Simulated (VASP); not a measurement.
The cell holds one AlAs (zinc blende) (110) slab, with vacuum along c, ions free to move until forces fall under 0.03 eV/Å, no reconstruction beyond this cell, dipole correction on. Ionisation potential and electron affinity count from the cell's own band edges, surface states included.

Given:

```yaml
crystal:
  lattice:
    - [5.68164, 0.00000, 0.00000]
    - [0.00000, 4.01753, 0.00000]
    - [0.00000, 0.00000, 27.10995]
  atoms:
    - { symbol: Al, position: [0.93871, 0.00000, 0.66677] }
    - { symbol: Al, position: [0.52169, 0.50000, 0.61543] }
    - { symbol: Al, position: [0.01777, 0.00000, 0.53545] }
    - { symbol: Al, position: [0.51777, 0.50000, 0.46455] }
    - { symbol: Al, position: [0.02169, 0.00000, 0.38457] }
    - { symbol: Al, position: [0.43871, 0.50000, 0.33323] }
    - { symbol: As, position: [0.27036, 0.00000, 0.61016] }
    - { symbol: As, position: [0.73670, 0.50000, 0.69439] }
    - { symbol: As, position: [0.26477, 0.00000, 0.46103] }
    - { symbol: As, position: [0.76477, 0.50000, 0.53897] }
    - { symbol: As, position: [0.23670, 0.00000, 0.30561] }
    - { symbol: As, position: [0.77036, 0.50000, 0.38984] }
```

Computed with PBEsol GGA, VASP's PBE PAW potentials (set 64) (plane waves; VASP). Run with 400 eV cut-off, 4×5×1 Γ-centred mesh, Gaussian smearing of 0.050 eV, potentials Al As.

```json
{
  "surface_energy": "0.82 J/m²",
  "ionisation_potential": "5.34 eV",
  "electron_affinity": "4.33 eV"
}
```

The cell is a thin slab with vacuum, built from AlAs (zinc blende): (110) face.
